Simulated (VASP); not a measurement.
A 63-atom supercell of BN (zinc blende) holds O on the N site with a neighbouring B vacancy in charge state +1. It is relaxed twice, with the total moment held at 1 and at 3 μB. Method: PBE GGA, VASP's PBE PAW potentials (set 64) (plane waves; VASP). Settings: PREC = Normal, LREAL = Auto, ISYM = 0, NELECT = 253.0, EDIFF = 1E-5, 400 eV cut-off, 1×1×1 Γ-centred mesh, Gaussian smearing of 0.050 eV, potentials B N O.

The cell is charged, with a uniform compensating background. The supercell is sampled at Γ alone, which is coarse: total energies, pressure and levels can be off, energies of defects by several tenths of an eV.

Which spin state lies lower, and by how much?

The state with 1 μB lies lower, by 0.21 eV.

The cell is a supercell with a defect, built from BN (zinc blende).
